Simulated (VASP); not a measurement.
Runs of VASP 6.6.1 on MoS2. The structure is hexagonal, space group P6_3/mmc (No. 194). Conventional cell: a = 3.161 Å, b = 3.161 Å, c = 13.770 Å, α = 90.00°, β = 90.00°, γ = 120.00°. Mo (site symmetry -6m2) has 6 S at 2.40 Å as nearest neighbours. S (site symmetry 3m) is surrounded by 3 Mo at 2.40 Å. The cell was built by a generator and needn't be a form met in nature.

```csv
level,potentials or basis,gap on the mesh (eV),pressure (GPa),largest force (eV/Å)
optB86b-vdW,"VASP PAW PBE potentials, release 64 (Mo_sv, S)",1.49,0.2,0.19
LDA,"VASP PAW LDA potentials, release 64 (Mo_sv, S)",1.45,-4.7,0.42
PBEsol,"VASP PAW PBE potentials, release 64 (Mo_sv, S)",1.50,-2.4,(c)
PBE+D4,"VASP PAW PBE potentials, release 64 (Mo_sv, S)",1.52,-1.2,(d)
vdW-DF2,"VASP PAW PBE potentials, release 64 (Mo_sv, S)",1.45,(a),(b)
SCAN,"VASP PAW PBE potentials, release 64 (Mo_sv, S)",1.65,-0.3,0.12
```

Alike in all rows: task single point; no spin polarisation; cell as given; k mesh 8 × 8 × 2; cutoff (eV) 520; smearing fermi-dirac 0.05 eV.

**Question.** Fill in the values left out.

**Answer.** (a) 10.8; (b) 1.11; (c) 0.23; (d) 0.03.

Caveats: the PAW data sets were made with another functional, which shifts forces and pressure a little (some runs); this functional lacks dispersion, which binds the layers, so the pressure and a relaxed spacing across them are unreliable (some runs).

A k mesh can miss the band edges, and the runs leave out spin-orbit coupling on Mo.
